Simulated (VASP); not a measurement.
The system is Cd.

```
Cd
1.0
     2.95847    0.00000    0.00000
    -1.47924    2.56211    0.00000
     0.00000    0.00000    5.88593
Cd
2
Direct
  0.33333 0.66667 0.25000
  0.66667 0.33333 0.75000
```

* Program: VASP 6.6.1
* Task: relaxation of cell and atoms
* Functional: PBE
* Dispersion: D3(BJ)
* Potentials or basis: VASP PAW PBE potentials, release 64 (Cd)
* Cutoff: 600 eV
* k mesh: 18 × 18 × 8
* Occupations: gaussian, width 0.1 eV
* Spin: no spin polarisation

At the start: pressure -1.0 GPa; volume 22.31 Å³/atom.

**Question.** Where does the relaxation end?

**Answer.** Over 11 steps the energy falls by 10.9 meV/atom and the volume is 21.37 Å³/atom (-4.2 %); space group P6_3/mmc (No. 194, to 0.05 Å).

Step by step:
| step | energy change (eV) | largest force (eV/Å) | pressure (GPa) | volume (Å³) |
| --- | --- | --- | --- | --- |
| 1 | 0.0000 | 0.0000 | -1.00 | 44.62 |
| 2 | -0.0112 | 0.0000 | -0.32 | 43.71 |
| 3 | -0.0160 | 0.0000 | 0.52 | 42.82 |
| 4 | -0.0162 | 0.0000 | 0.71 | 42.64 |
| 5 | -0.0194 | 0.0000 | -0.06 | 43.03 |
| 6 | -0.0198 | 0.0000 | -0.32 | 43.18 |
| 7 | -0.0198 | 0.0000 | -0.44 | 43.25 |
| 8 | -0.0212 | 0.0000 | -0.19 | 42.97 |
| 9 | -0.0217 | 0.0000 | 0.06 | 42.69 |
| 10 | -0.0218 | 0.0000 | -0.01 | 42.75 |
| 11 | -0.0218 | 0.0000 | 0.01 | 42.74 |

Final structure:
```
CELL_PARAMETERS angstrom
3.00346 0.00000 0.00000
-1.50173 2.60107 0.00000
0.00000 0.00000 5.47061
ATOMIC_POSITIONS crystal
Cd 0.33333 0.66667 0.25000
Cd 0.66667 0.33333 0.75000
```

Caveat: pairwise dispersion overbinds metals, which lowers pressure and volume.
